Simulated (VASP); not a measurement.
# SiB (P-6m2) in VASP: further runs

The runs below take SiB through relaxation of cell and atoms, single point, with PBE, r2SCAN.

Everything below comes from runs of VASP 6.6.1. Logs are shortened: lines on timing, memory, paths and dates and some standing lists are left out, and cuts for length are marked.

**1. Starting point**

The structure is hexagonal, space group P-6m2 (No. 187). Conventional cell: a = 3.235 Å, b = 3.235 Å, c = 5.760 Å, α = 90.00°, β = 90.00°, γ = 120.00°. Si (site symmetry 3m) has 3 B at 2.06 Å as nearest neighbours. Around B (site symmetry 3m) lie 1 B at 1.64 Å.

The cell was built by a generator and needn't be a form met in nature.

**2. Relaxation of cell and atoms, PBE**

Contents of INCAR:

```
SYSTEM = SiB
  PREC = Accurate
  ENCUT = 520
  EDIFF = 1E-6
  ISMEAR = 0
  SIGMA = 0.1
  LREAL = .FALSE.
  LASPH = .TRUE.
  NELM = 120
  ALGO = Normal
  ISIF = 3
  LWAVE = .FALSE.
  LCHARG = .FALSE.
  GGA = PE
  IBRION = 2
  NSW = 90
  EDIFFG = -0.01
  KPAR = 2
```

Contents of KPOINTS:

```
Automatic mesh
0
G
  12 12 6
  0 0 0
```

Contents of POSCAR:

```
SiB
1.0
    3.2346185800      0.0000000000      0.0000000000
   -1.6173092900      2.8012618600      0.0000000000
    0.0000000000      0.0000000000      5.7600000000
Si B
2 2
Direct
    0.0000000000      0.0000000000      0.7059027800
    0.0000000000      0.0000000000      0.2940972200
    0.6666666700      0.3333333300      0.8576388900
    0.6666666700      0.3333333300      0.1423611100
```

Potentials or basis: VASP PAW PBE potentials, release 64 (Si, B).

On the command line:

```sh
cat potpaw_PBE.64/Si/POTCAR potpaw_PBE.64/B/POTCAR > POTCAR
mpirun -np 2 vasp_std > vasp.out
```

OUTCAR:

```text
SYSTEM = SiB
   PREC = Accurate
   ENCUT = 520
   EDIFF = 1E-6
   ISMEAR = 0
   LREAL = .FALSE.
   LASPH = .TRUE.
   NELM = 120
   ISIF = 3
   GGA = PE
   IBRION = 2
   NSW = 90
   EDIFFG = -0.01

 ion  position               nearest neighbor table
   1  0.000  0.000  0.706-   3 2.06   3 2.06   3 2.06   2 2.37
   2  0.000  0.000  0.294-   4 2.06   4 2.06   4 2.06   1 2.37
   3  0.667  0.333  0.858-   4 1.64   1 2.06   1 2.06   1 2.06
   4  0.667  0.333  0.142-   3 1.64   2 2.06   2 2.06   2 2.06

  LATTYP: Found a hexagonal cell.
 ALAT       =     3.2346185800
 C/A-ratio  =     1.7807354585

  Lattice vectors:

 A1 = (   3.2346185800,   0.0000000000,   0.0000000000)
 A2 = (  -1.6173092900,   2.8012618600,   0.0000000000)
 A3 = (   0.0000000000,   0.0000000000,   5.7600000000)

Analysis of symmetry for initial positions (statically):
=====================================================================
 Subroutine PRICEL returns:
 Original cell was already a primitive cell.

 Routine SETGRP: Setting up the symmetry group for a
 hexagonal supercell.

 Subroutine GETGRP returns: Found 12 space group operations
 (whereof 12 operations were pure point group operations)
 out of a pool of 24 trial point group operations.

The static configuration has the point symmetry D_3h.

Analysis of symmetry for dynamics (positions and initial velocities):
=====================================================================
 Subroutine PRICEL returns:
 Original cell was already a primitive cell.

 Routine SETGRP: Setting up the symmetry group for a
 hexagonal supercell.

 Subroutine GETGRP returns: Found 12 space group operations
 (whereof 12 operations were pure point group operations)
 out of a pool of 24 trial point group operations.

The dynamic configuration has the point symmetry D_3h.

 Subroutine INISYM returns: Found 12 space group operations
 (whereof 12 operations are pure point group operations),
 and found     1 'primitive' translations

----------------------------------------------------------------------------------------

                                     Primitive cell

  volume of cell :      52.1914

  direct lattice vectors                    reciprocal lattice vectors
     3.234618580  0.000000000  0.000000000     0.309155462  0.178490989  0.000000000
    -1.617309290  2.801261860  0.000000000     0.000000000  0.356981978  0.000000000
     0.000000000  0.000000000  5.760000000     0.000000000  0.000000000  0.173611111

  length of vectors
     3.234618580  3.234618578  5.760000000     0.356981978  0.356981978  0.173611111

  position of ions in fractional coordinates (direct lattice)
     0.000000000  0.000000000  0.705902780
     0.000000000  0.000000000  0.294097220
     0.666666670  0.333333330  0.857638890
     0.666666670  0.333333330  0.142361110

  ion indices of the primitive-cell ions
   primitive index   ion index
                 1           1
                 2           2
                 3           3
                 4           4

----------------------------------------------------------------------------------------

 KPOINTS: Automatic mesh

Automatic generation of k-mesh.
 Grid dimensions read from file:
 generate k-points for:   12   12    6

 Generating k-lattice:

  Cartesian coordinates                     Fractional coordinates (reciprocal lattice)
     0.025762955  0.014874249  0.000000000     0.083333333  0.000000000  0.000000000
     0.000000000  0.029748498  0.000000000     0.000000000  0.083333333  0.000000000
     0.000000000  0.000000000  0.028935185     0.000000000  0.000000000  0.166666667

  Length of vectors
     0.029748498  0.029748498  0.028935185

  Shift w.r.t. Gamma in fractional coordinates (k-lattice)
     0.000000000  0.000000000  0.000000000

 Subroutine IBZKPT returns following result:
 ===========================================

 Found     76 irreducible k-points:

 Following reciprocal coordinates:
            Coordinates               Weight
  0.000000  0.000000  0.000000      1.000000
  0.083333  0.000000  0.000000      6.000000
  0.166667  0.000000  0.000000      6.000000
  0.250000  0.000000  0.000000      6.000000
  0.333333  0.000000  0.000000      6.000000
  0.416667  0.000000  0.000000      6.000000
[... 16 lines left out ...]
  0.250000  0.000000  0.166667     12.000000
  0.333333  0.000000  0.166667     12.000000
 [... further k-points ...]
   k-points           NKPTS =     76   k-points in BZ     NKDIM =     76   number of bands    NBANDS=     11
   number of dos      NEDOS =    301   number of ions     NIONS =      4
   total plane-waves  NPLWV =  27648
   dimension x,y,z NGX =    24 NGY =   24 NGZ =   48
   dimension x,y,z NGXF=    48 NGYF=   48 NGZF=   96
   ions per type =               2   2
   NGX,Y,Z   is equivalent  to a cutoff of  12.34, 12.34, 13.85 a.u.
   NGXF,Y,Z  is equivalent  to a cutoff of  24.67, 24.67, 27.71 a.u.
 SYSTEM =  SiB
   PREC   = accura    normal or accurate (medium, high low for compatibility)
   ISTART =      0    job   : 0-new  1-cont  2-samecut
   ICHARG =      2    charge: 1-file 2-atom 10-const
   ISPIN  =      1    spin polarized calculation?
   LNONCOLLINEAR =      F non collinear calculations
   LSORBIT =      F    spin-orbit coupling
   LASPH  =      T    aspherical Exc in radial PAW
   ENCUT  =  520.0 eV  38.22 Ry    6.18 a.u.   6.01  6.01 10.71*2*pi/ulx,y,z
   NELM   =    120;   NELMIN=  2; NELMDL= -5     # of ELM steps
   EDIFF  = 0.1E-05   stopping-criterion for ELM
   LREAL  =      F    real-space projection
   EDIFFG = -.1E-01   stopping-criterion for IOM
   NSW    =     90    number of steps for IOM
   IBRION =      2    ionic relax: 0-MD 1-quasi-New 2-CG
   NFREE  =      1    steps in history (QN), initial steepest desc. (CG)
   ISIF   =      3    stress and relaxation
   ISYM   =      2    0-nonsym 1-usesym 2-fastsym
   POTIM  = 0.5000    time-step for ionic-motion
   TEBEG  =    0.0;   TEEND  =   0.0 temperature during run
   PSTRESS=    0.0 pullay stress
   NELECT =      14.0000    total number of electrons
   NUPDOWN=      -1.0000    fix difference up-down
   EMIN   =  10.00;   EMAX   =-10.00  energy-range for DOS
   EFERMI =   0.00;   METHOD = LEGACY
   ISMEAR =     0;   SIGMA  =   0.10  broadening in eV -4-tet -1-fermi 0-gaus
   EFERMI_NEDOS =   21; number of points for ismear=-14 and -15
   IALGO  =     38    algorithm
   IMIX   =      4    mixing-type and parameters
     AMIX     =   0.40;   BMIX     =  1.00
     AMIX_MAG =   1.60;   BMIX_MAG =  1.00
  volume/ion in A,a.u.               =      13.05        88.05
  Fermi-wavevector in a.u.,A,eV,Ry     =   1.055807  1.995185 15.166793  1.114728
  Thomas-Fermi vector in A             =   2.191019
   LORBIT       =      0    0 simple, 1 ext, 2 COOP (PROOUT), +10 PAW based schemes
   GGA     = PE    functional components
   LHFCALC =     F    Hartree Fock is set to
   AEXX    =    0.0000 exact exchange contribution
   IVDW    =     0    specifies the selected vdW correction
   LEPSILON=     F    determine dielectric tensor
   LRPA    =     F    only Hartree local field effects (RPA)
 conjugate gradient relaxation of ions
 non-spin polarized calculation
 Gauss-broadening in eV      SIGMA  =   0.10
  energy-cutoff  :      520.00
  volume of cell :       52.19
 maximum number of plane-waves:      1443
   NGX = 13   NGY = 13   NGZ = 21

--------------------------------------- Ionic step        1  -------------------------------------------

 number of electron      14.0000000 magnetization

 Free energy of the ion-electron system (eV)
  ---------------------------------------------------
  ext. energy  EPLUGINS =         0.00000000
  ---------------------------------------------------
  free energy    TOTEN  =       -22.76643697 eV

  energy without entropy =      -22.75789432  energy(sigma->0) =      -22.76216564

------------------------ aborting loop because EDIFF is reached ----------------------------------------

  FORCE on cell =-STRESS in cart. coord.  units (eV):
  Direction    XX          YY          ZZ          XY          YZ          ZX
  --------------------------------------------------------------------------------------
  -------------------------------------------------------------------------------------
  Total       -0.3804399     -0.3804399      0.8838263      0.0000000      0.0000000      0.0000000
  in kB      -11.6787773    -11.6787773     27.1317774      0.0000000      0.0000000      0.0000000
  external PRESSURE =       1.2580743 kB  Pullay stress =       0.0000000 kB

 VOLUME and BASIS-vectors are now :
 -----------------------------------------------------------------------------
  energy-cutoff  :      520.00
  volume of cell :       52.19
      direct lattice vectors                 reciprocal lattice vectors
     3.234618580  0.000000000  0.000000000     0.309155462  0.178490989  0.000000000
    -1.617309290  2.801261860  0.000000000     0.000000000  0.356981978  0.000000000
     0.000000000  0.000000000  5.760000000     0.000000000  0.000000000  0.173611111
[... 153 lines left out ...]
 POSITION                                       TOTAL-FORCE (eV/Angst)
 -----------------------------------------------------------------------------------
      0.00000      0.00000      4.11351         0.000000      0.000000      0.022655
      0.00000      0.00000      1.74111        -0.000000     -0.000000     -0.022655
      1.60084      0.92424      5.03545        -0.000000     -0.000000     -0.015209
      1.60084      0.92424      0.81918         0.000000      0.000000      0.015209
 -----------------------------------------------------------------------------------
    total drift:                               -0.000003      0.000002     -0.000000

  FREE ENERGIE OF THE ION-ELECTRON SYSTEM (eV)
  ---------------------------------------------------
  free  energy   TOTEN  =       -22.7830844573 eV

  energy  without entropy=      -22.7768010661  energy(sigma->0) =      -22.77994276

--------------------------------------- Ionic step        6  -------------------------------------------

 number of electron      13.9999999 magnetization

 Free energy of the ion-electron system (eV)
  ---------------------------------------------------
  ext. energy  EPLUGINS =         0.00000000
  ---------------------------------------------------
  free energy    TOTEN  =       -22.78318911 eV

  energy without entropy =      -22.77692160  energy(sigma->0) =      -22.78005535

 E-fermi :   5.6214     XC(G=0): -10.4226

 val. band max:        5.6159771289   @ k =   0.2500   0.1667   0.0000
 cond. band min:       5.6292108754   @ k =   0.0833   0.0833   0.0000
 fundamental gap:      0.0132337464
 Fermi energy:         5.6213638748

 k-point     1 :       0.0000    0.0000    0.0000
  band No.  band energies     occupation
      1      -6.6890      2.00000
      2      -3.8994      2.00000
      3      -1.5828      2.00000
      4       5.8022      0.01057
      5       6.5669      0.00000
      6       6.5669      0.00000
      7       9.0774      0.00000
      8       9.0774      0.00000
      9      10.1693      0.00000
     10      11.3663      0.00000
     11      11.3663      0.00000

 k-point     2 :       0.0833    0.0000    0.0000
  band No.  band energies     occupation
      1      -6.5713      2.00000
      2      -3.7820      2.00000
      3      -1.4805      2.00000
      4       5.7512      0.06636
      5       5.9337      0.00001
      6       6.3404      0.00000
      7       8.3809      0.00000
      8       8.8316      0.00000
      9      10.2938      0.00000
     10      10.9283      0.00000
     11      11.5780      0.00000
[... 295 lines left out ...]
 k-point    24 :       0.3333    0.0000    0.1667
  band No.  band energies     occupation
      1      -4.7498      2.00000
      2      -2.5193      2.00000
      3       0.1511      2.00000
      4       1.5361      2.00000
      5       3.0500      2.00000
      6       4.8942      2.00000
      7       4.9209      2.00000
      8       7.0723      0.00000
      9       8.8285      0.00000
     10      10.6980      0.00000
     11      11.5824      0.00000

 [... further k-points ...]

------------------------ aborting loop because EDIFF is reached ----------------------------------------

  FORCE on cell =-STRESS in cart. coord.  units (eV):
  Direction    XX          YY          ZZ          XY          YZ          ZX
  --------------------------------------------------------------------------------------
  -------------------------------------------------------------------------------------
  Total        0.0157425      0.0157425      0.0023642      0.0000000      0.0000000      0.0000000
  in kB        0.4864251      0.4864251      0.0730520      0.0000000      0.0000000      0.0000000
  external PRESSURE =       0.3486341 kB  Pullay stress =       0.0000000 kB

 VOLUME and BASIS-vectors are now :
 -----------------------------------------------------------------------------
  energy-cutoff  :      520.00
  volume of cell :       51.85
      direct lattice vectors                 reciprocal lattice vectors
     3.198450507  0.000000000  0.000000000     0.312651391  0.180509365 -0.000000000
    -1.599225254  2.769939390 -0.000000000    -0.000000000  0.361018730 -0.000000000
     0.000000000  0.000000000  5.852720082    -0.000000000  0.000000000  0.170860726

 POSITION                                       TOTAL-FORCE (eV/Angst)
 -----------------------------------------------------------------------------------
      0.00000      0.00000      4.11278        -0.000000     -0.000000     -0.001634
     -1.59923      2.76994      1.73994         0.000000      0.000000      0.001634
      1.59923      0.92331      5.03356         0.000000      0.000000      0.003684
      1.59923      0.92331      0.81916        -0.000000     -0.000000     -0.003684
 -----------------------------------------------------------------------------------
    total drift:                               -0.000003      0.000002      0.000000

  FREE ENERGIE OF THE ION-ELECTRON SYSTEM (eV)
  ---------------------------------------------------
  free  energy   TOTEN  =       -22.7831891053 eV

  energy  without entropy=      -22.7769215998  energy(sigma->0) =      -22.78005535

 reached required accuracy - stopping structural energy minimisation
```

Wall time 24 s (2 MPI ranks of Intel Xeon Platinum 8559C (Emerald Rapids), shared host); peak memory 0.17 GiB.

Results:

```
Free energy                            : -22.7832 eV
Relaxed volume                         : 12.96 Å³/atom
Relaxed cell                           : a = 3.198 Å, b = 3.198 Å, c = 5.853 Å, α = 90.00°, β = 90.00°, γ = 120.00°
Space group after relaxing (to 0.05 Å) : P-6m2 (No. 187)
Energy gained by relaxing              : 4.2 meV/atom
Ionic steps                            : 6
Pressure after relaxing                : 0.0 GPa
Largest force after relaxing           : 0.004 eV/Å
Band gap on the k mesh                 : none (metal or under the smearing width)
```

Forces in eV/Å, atoms in the order of the input:
```
Si   0.000  0.000 -0.002
Si   0.000  0.000  0.002
B    0.000  0.000  0.004
B    0.000  0.000 -0.004
```

The path:
```tsv
step	energy change (eV)	largest force (eV/Å)	pressure (GPa)	volume (Å³)
1	0.0000	0.1665	0.13	52.19
2	-0.0113	0.2185	-0.58	52.26
3	-0.0125	0.2770	-0.86	52.29
4	-0.0165	0.0650	-0.12	51.92
5	-0.0166	0.0227	-0.24	51.97
6	-0.0168	0.0037	0.03	51.85
```

Final structure:
```cif
data_structure
_symmetry_space_group_name_H-M 'P 1'
_symmetry_Int_Tables_number 1
_cell_length_a 3.1985
_cell_length_b 3.1985
_cell_length_c 5.8527
_cell_angle_alpha 90.000
_cell_angle_beta 90.000
_cell_angle_gamma 120.000
_cell_volume 51.85
loop_
_atom_site_label
_atom_site_type_symbol
_atom_site_fract_x
_atom_site_fract_y
_atom_site_fract_z
_atom_site_occupancy
Si1 Si 0.00000 0.00000 0.70271 1
Si2 Si 0.00000 0.00000 0.29729 1
B1 B 0.66667 0.33333 0.86004 1
B2 B 0.66667 0.33333 0.13996 1
```

[end of part 1 of 2]
